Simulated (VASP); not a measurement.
InAs:

```xyz
2
Lattice="0.0000 3.0180 3.0180 3.0180 0.0000 3.0180 3.0180 3.0180 0.0000" Properties=species:S:1:pos:R:3 pbc="T T T"
In    0.0000    0.0000    0.0000
As    1.5090    1.5090    1.5090
```

| Item | Value |
| --- | --- |
| Program | VASP 6.6.1 |
| Task | relaxation of cell and atoms |
| Functional | PBE |
| Dispersion | D3(BJ) |
| Potentials or basis | VASP PAW PBE potentials, release 64 (In_d, As) |
| Cutoff | 600 eV |
| k mesh | 10 × 10 × 10 |
| Occupations | gaussian, width 0.03 eV |
| Spin | no spin polarisation |

At the start: pressure 2.3 GPa; volume 27.49 Å³/atom.

Task: Where does the relaxation end?

Result: Over 3 steps the energy falls by 7.4 meV/atom and the volume is 28.56 Å³/atom (+3.9 %); space group F-43m (No. 216, to 0.05 Å).

The path:
```tsv
step	energy change (eV)	largest force (eV/Å)	pressure (GPa)	volume (Å³)
1	0.0000	0.0000	2.28	54.98
2	-0.0117	0.0000	-0.93	58.15
3	-0.0147	0.0000	0.02	57.12
```

Final structure:
```xyz
2
Lattice="0.0000 3.0568 3.0568 3.0568 0.0000 3.0568 3.0568 3.0568 0.0000" Properties=species:S:1:pos:R:3 pbc="T T T"
In    0.0000    0.0000    0.0000
As    1.5284    1.5284    1.5284
```

Caveat: pairwise dispersion overbinds metals, which lowers pressure and volume.
